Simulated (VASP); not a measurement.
Level of theory: optB88-vdW, VASP's PBE PAW potentials (set 64) (plane waves; VASP).

A VASP calculation is set up with these files.

INCAR:
```
! general
SYSTEM   = Zr
PREC     = Accurate
ENCUT    = 520   ! plane-wave cut-off (eV)
LREAL    = .FALSE.
LASPH    = .TRUE.   ! aspherical one-centre terms

! electronic loop
EDIFF    = 1E-7   ! SCF stop (eV)
NELM     = 100   ! most electronic steps
ALGO     = Normal   ! blocked Davidson
LMAXMIX  = 4

! smearing
ISMEAR   = 1
SIGMA    = 0.1   ! width (eV)

! functional
GGA      = BO
LUSE_VDW = .TRUE.
AGGAC    = 0.0
PARAM1   = 0.1833333333
PARAM2   = 0.22

! ions
IBRION   = 2   ! conjugate gradients
NSW      = 30   ! most ionic steps
ISIF     = 4   ! ions and shape, fixed volume
EDIFFG   = -0.01   ! ionic stop

! output
LWAVE    = .FALSE.
LCHARG   = .FALSE.
```

KPOINTS:
```
Automatic mesh
0
Gamma
13 13 7
0 0 0
```

File POSCAR:
```
Zr
1
    1.6216027154    -2.8086982390     0.0000000000
    1.6216027154     2.8086982390     0.0000000000
    0.0000000000     0.0000000000     5.2258554260
Zr
2
Direct
  0.3333330000   0.6666670000   0.2500000000
  0.6666670000   0.3333330000   0.7500000000
```

POTCAR, in this order: Zr_sv (PBE.64 set). Program: vasp_std.

What VASP printed:

**OSZICAR**
```
       N       E                     dE             d eps       ncg     rms          rms(c)
DAV:   1     0.223029906610E+03    0.22303E+03   -0.13541E+04  2688   0.148E+03
DAV:   2     0.237513745896E+01   -0.22065E+03   -0.21872E+03  3416   0.412E+02
DAV:   3    -0.118356175374E+02   -0.14211E+02   -0.14093E+02  5040   0.776E+01
DAV:   4    -0.121145257318E+02   -0.27891E+00   -0.27889E+00  2944   0.121E+01
DAV:   5    -0.121217718257E+02   -0.72461E-02   -0.72460E-02  4360   0.135E+00    0.136E+01
DAV:   6    -0.115961525739E+02    0.52562E+00   -0.84958E-01  2768   0.796E+00    0.546E+00
DAV:   7    -0.114966808121E+02    0.99472E-01   -0.53128E-01  3688   0.556E+00    0.106E+00
DAV:   8    -0.115021967673E+02   -0.55160E-02   -0.38804E-02  3544   0.173E+00    0.199E-01
DAV:   9    -0.115021539275E+02    0.42840E-04   -0.11427E-03  3376   0.352E-01    0.410E-02
DAV:  10    -0.115021152095E+02    0.38718E-04   -0.35148E-05  3952   0.544E-02    0.186E-02
DAV:  11    -0.115021161893E+02   -0.97975E-06   -0.99770E-06  2928   0.346E-02    0.705E-03
DAV:  12    -0.115021164976E+02   -0.30828E-06   -0.44018E-07  3048   0.658E-03    0.341E-03
DAV:  13    -0.115021164414E+02    0.56109E-07   -0.94722E-08  1816   0.378E-03
   1 F= -.11502116E+02 E0= -.11502183E+02  d E =-.115021E+02
```

### OUTCAR
```
------------------------ aborting loop because EDIFF is reached ----------------------------------------
  FORCE on cell =-STRESS in cart. coord.  units (eV):
  Direction    XX          YY          ZZ          XY          YZ          ZX
  --------------------------------------------------------------------------------------
  Total       -0.7958678     -0.7958678     -0.8185157      0.0000000      0.0000000      0.0000000
  in kB      -26.7864155    -26.7864145    -27.5486727      0.0000000      0.0000000      0.0000000
  external PRESSURE =     -27.0405009 kB  Pullay stress =       0.0000000 kB
  volume of cell :       47.60
      direct lattice vectors                 reciprocal lattice vectors
     1.621602715 -2.808698239  0.000000000     0.308336928 -0.178018412  0.000000000
     1.621602715  2.808698239  0.000000000     0.308336928  0.178018412  0.000000000
     0.000000000  0.000000000  5.225855426     0.000000000  0.000000000  0.191356231
 POSITION                                       TOTAL-FORCE (eV/Angst)
 -----------------------------------------------------------------------------------
      1.62160      0.93623      1.30646         0.000000     -0.000000      0.000000
      1.62160     -0.93623      3.91939        -0.000000      0.000000      0.000000
 -----------------------------------------------------------------------------------
    total drift:                               -0.000148      0.001144     -0.000019
  FREE ENERGIE OF THE ION-ELECTRON SYSTEM (eV)
  ---------------------------------------------------
  free  energy   TOTEN  =       -11.5021164414 eV

  energy  without entropy=      -11.5023158503  energy(sigma->0) =      -11.50218291

 reached required accuracy - stopping structural energy minimisation
```
(Selected blocks of OUTCAR.)

The compound is Zr in the hcp structure. This cell is one point of a volume scan, at 1.03 of the reference volume.
